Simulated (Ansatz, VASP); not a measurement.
# GaP: VASP beside Ansatz

Aim: how closely do two programs agree when they are given the same cell, functional and k mesh? The cell is taken from a series of runs on this material, whose earlier steps may have relaxed, scaled, displaced or heated it; both programs get it as it stands.

Program: Ansatz 0.2.0. Level of theory: plane waves, with VASP 6.6.1 beside it; r2SCAN, spin-orbit coupling. Results are calculated unless marked as measured.

### 1. Set-up

It takes space group R3m (No. 160, trigonal). Conventional cell: a = 3.893 Å, b = 3.893 Å, c = 9.403 Å, α = 90.00°, β = 90.00°, γ = 120.00°. Nearest to Ga lie 4 P at 2.36 to 2.38 Å. Nearest to P lie 4 Ga at 2.36 to 2.38 Å. Farther neighbours are not listed.

### 2. VASP: single point, r2SCAN, spin-orbit coupling, pair 1

With cell and atoms fixed, the geometry can't cause a difference; cores, projectors, grids and the points listed under the comparison can.

Lines of VASP's logs that name or quote its potential files are left out, and so is its time.

INCAR reads:

```
SYSTEM = GaP
PREC = Accurate
ENCUT = 440
EDIFF = 1E-06
NELM = 200
ISMEAR = 0
SIGMA = 0.01
LREAL = .FALSE.
ALGO = Normal
METAGGA = R2SCAN
LASPH = .TRUE.
LNONCOLLINEAR = .TRUE.
MAGMOM = 0 0 0 0 0 0
NBANDS = 30
GGA_COMPAT = .FALSE.
LSORBIT = .TRUE.
LORBIT = 11
LWAVE = .FALSE.
LCHARG = .FALSE.
ISIF = 2
EFERMI = MIDGAP
LMIXTAU = .TRUE.
KPAR = 2
```

POSCAR reads:

```
GaP
1.0
   -0.0256562787      2.7273498447      2.7273498447
    2.7273498447     -0.0256562787      2.7273498447
    2.7273498447      2.7273498447     -0.0256562787
Ga P
1 1
Direct
    0.0006009720      0.0006009720      0.0006009720
    0.7493990280      0.7493990280      0.7493990280
```

KPOINTS reads:

```
Automatic mesh
0
Gamma
8 8 8
0 0 0
```

Potentials, in the order of the species: Ga_d and P (PBE family, release 64).

The run is started by

```
$ mpirun -np 2 vasp_ncl
```

Numbers of over 12 decimals in the logs are rounded to 6 here.

What it wrote:

```text
[banner, memory and clock lines left out]
running    2 mpi-ranks, on    1 nodes
 distrk:  each k-point on    1 cores,    2 groups
 distr:  one band on    1 cores,    1 groups

 POSCAR found type information on POSCAR GaP
 POSCAR found :  2 types and       2 ions
|                                                                             |
|               ----> ADVICE to this user running VASP <----                  |
|                                                                             |
|     You enforced a specific xc type in the INCAR file but a different       |
|     [... a line on the potential file left out ...]
|     I HOPE YOU KNOW WHAT YOU ARE DOING!                                     |
|                                                                             |

 LDA part: xc-table for (None), standard interpolation
 POSCAR, INCAR and KPOINTS ok, starting setup
 FFT: planning ... GRIDC
 FFT: planning ... GRID_SOFT
 FFT: planning ... GRID
 WAVECAR not read
 entering main loop
       N       E                     dE             d eps       ncg     rms          rms(c)
DAV:   1     0.111342253739E+03    0.11134E+03   -0.78464E+03  7984   0.164E+03
DAV:   2    -0.749256638235E+01   -0.11883E+03   -0.11223E+03  7668   0.426E+02
DAV:   3    -0.232049059408E+02   -0.15712E+02   -0.15512E+02  8500   0.112E+02
DAV:   4    -0.237320257589E+02   -0.52712E+00   -0.52618E+00  8704   0.223E+01
DAV:   5    -0.237436569641E+02   -0.11631E-01   -0.11629E-01  8702   0.314E+00    0.478E+00
DAV:   6    -0.214215344570E+02    0.23221E+01   -0.59206E-01  9762   0.162E+01    0.313E+00
DAV:   7    -0.214609785537E+02   -0.39444E-01   -0.36031E-01  8884   0.664E+00    0.132E+00
DAV:   8    -0.214360278116E+02    0.24951E-01   -0.13660E-01  7542   0.461E+00    0.965E-01
DAV:   9    -0.213044541829E+02    0.13157E+00   -0.21176E-01  7290   0.453E+00    0.344E-01
DAV:  10    -0.214479423340E+02   -0.14349E+00   -0.18589E-01  7266   0.413E+00    0.132E-01
DAV:  11    -0.214615923457E+02   -0.13650E-01   -0.11865E-02  8490   0.918E-01    0.655E-02
DAV:  12    -0.214604891033E+02    0.11032E-02   -0.60142E-04  7936   0.240E-01    0.495E-02
DAV:  13    -0.214618448739E+02   -0.13558E-02   -0.67371E-04  7848   0.281E-01    0.218E-02
DAV:  14    -0.214619290851E+02   -0.84211E-04   -0.10088E-04  9062   0.936E-02    0.280E-02
DAV:  15    -0.214619319157E+02   -0.28305E-05   -0.47533E-06  9022   0.206E-02    0.320E-02
DAV:  16    -0.214619320583E+02   -0.14261E-06   -0.36451E-06  8354   0.199E-02
   1 F= -.21461932E+02 E0= -.21461932E+02  d E =0.000000E+00  mag=     0.0000     0.0000     0.0000
```

From OUTCAR (step 2):

```text
ion  position               nearest neighbor table
   1  0.001  0.001  0.001-   2 2.36   2 2.38   2 2.38   2 2.38
   2  0.749  0.749  0.749-   1 2.36   1 2.38   1 2.38   1 2.38

  LATTYP: Found a trigonal (rhomboedric) cell.
 ALAT       =     3.8571404687
 COS(alpha) =     0.4905712579

 Subroutine GETGRP returns: Found  6 space group operations
 (whereof  6 operations were pure point group operations)

The static configuration has the point symmetry C_3v.

 Found    120 irreducible k-points:

   k-points           NKPTS =    120   k-points in BZ     NKDIM =    120   number of bands    NBANDS=     30

   dimension x,y,z NGX =    28 NGY =   28 NGZ =   28
   dimension x,y,z NGXF=    56 NGYF=   56 NGZF=   56

   ENCUT  =  440.0 eV  32.34 Ry    5.69 a.u.   6.60  6.60  6.60*2*pi/ulx,y,z

   NELECT =      18.0000    total number of electrons

 k-points in reciprocal lattice and weights: Automatic mesh
   0.00000000  0.00000000  0.00000000       0.002
   0.12500000  0.00000000  0.00000000       0.006
  -0.12500000 -0.00000000 -0.00000000       0.006
   0.25000000  0.00000000  0.00000000       0.006
  -0.25000000 -0.00000000 -0.00000000       0.006
   0.37500000  0.00000000 -0.00000000       0.006
  -0.37500000  0.00000000  0.00000000       0.006
   0.50000000  0.00000000  0.00000000       0.006
   0.12500000  0.12500000  0.00000000       0.006
[...]
-0.37500000  0.50000000  0.37500000       0.012
   0.50000000  0.50000000  0.50000000       0.002

 average (electrostatic) potential at core
       1 -70.3339       2 -86.6103

 E-fermi :   5.2543

 k-point     1 :       0.0000    0.0000    0.0000
  band No.  band energies     occupation
    ...
     14       4.2230      1.00000
     15       4.2871      1.00000
     16       4.2871      1.00000
     17       4.3736      1.00000
     18       4.3736      1.00000
     19       6.4850      0.00000
     20       6.4850      0.00000
     21       8.3562      0.00000
     22       8.3562      0.00000
     23       8.4904      0.00000
    ...

 k-point     2 :       0.1250    0.0000    0.0000
  band No.  band energies     occupation
    ...
     14       2.6445      1.00000
     15       4.0259      1.00000
     16       4.0266      1.00000
     17       4.1272      1.00000
     18       4.1300      1.00000
     19       7.1048      0.00000
     20       7.1058      0.00000
     21       8.7616      0.00000
     22       8.7739      0.00000
     23       8.9276      0.00000
    ...

 k-point     3 :      -0.1250   -0.0000   -0.0000
  band No.  band energies     occupation
    ...
     14       2.6445      1.00000
     15       4.0259      1.00000
     16       4.0266      1.00000
     17       4.1272      1.00000
     18       4.1300      1.00000
     19       7.1048      0.00000
     20       7.1058      0.00000
     21       8.7616      0.00000
     22       8.7739      0.00000
     23       8.9276      0.00000
    ...

  Total       -0.4015258     -0.4015258     -0.4015258      0.1700405      0.1700405      0.1700405
  in kB      -15.6345872    -15.6345872    -15.6345872      6.6210272      6.6210272      6.6210272
  external PRESSURE =     -15.6345872 kB  Pullay stress =       0.0000000 kB

  energy-cutoff  :      440.00
  volume of cell :       41.15
      direct lattice vectors                 reciprocal lattice vectors
    -0.025656279  2.727349845  2.727349845    -0.180761359  0.182477935  0.182477935
     2.727349845 -0.025656279  2.727349845     0.182477935 -0.180761359  0.182477935
     2.727349845  2.727349845 -0.025656279     0.182477935  0.182477935 -0.180761359

 POSITION                                       TOTAL-FORCE (eV/Angst)
 -----------------------------------------------------------------------------------
      0.00326      0.00326      0.00326         0.000054      0.000054      0.000054
      4.06852      4.06852      4.06852        -0.000054     -0.000054     -0.000054
 -----------------------------------------------------------------------------------
    total drift:                               -0.000173     -0.000173     -0.000173

  FREE ENERGIE OF THE ION-ELECTRON SYSTEM (eV)
  ---------------------------------------------------
  free  energy   TOTEN  =       -21.4619320583 eV

  energy  without entropy=      -21.4619320583  energy(sigma->0) =      -21.46193206

 Spin-Orbit-Coupling matrix elements
 Ion:    1  E_soc:     -0.0111244
 Ion:    2  E_soc:     -0.0008353

 total charge
# of ion       s       p       d       tot
------------------------------------------
    1        0.829   0.829  10.014  11.673
    2        1.010   1.531   0.000   2.540
--------------------------------------------------
tot          1.839   2.360  10.014  14.213

 magnetization (x)
# of ion       s       p       d       tot
------------------------------------------
    1       -0.000   0.000   0.000   0.000
    2        0.000  -0.000   0.000  -0.000
--------------------------------------------------
tot         -0.000  -0.000   0.000  -0.000

 magnetization (y)
# of ion       s       p       d       tot
------------------------------------------
    1        0.000   0.000  -0.000   0.000
    2        0.000   0.000   0.000   0.000
--------------------------------------------------
tot          0.000   0.000  -0.000   0.000

 magnetization (z)
# of ion       s       p       d       tot
------------------------------------------
    1        0.000   0.000   0.000   0.000
    2        0.000   0.000   0.000   0.000
--------------------------------------------------
tot          0.000   0.000   0.000   0.000

[... 3 further parts left out ...]
```

The gap is read on the k-mesh alone, so it is an upper bound where the band edges lie off the mesh.

(Part 1 of 4 ends here.)

[Lines on the potential files, build, host, timing and source positions are cut from VASP's logs without a mark.]

[Logs are printed without paths, hosts, clocks, repeated set-up lines and the standing remarks that a program may print on its own settings, such as how far it seeks lower states.]

[Hosts, paths, dates, database ids (printed as entryN), source tags and the programs' standing remarks are cut or masked in the printed files.]
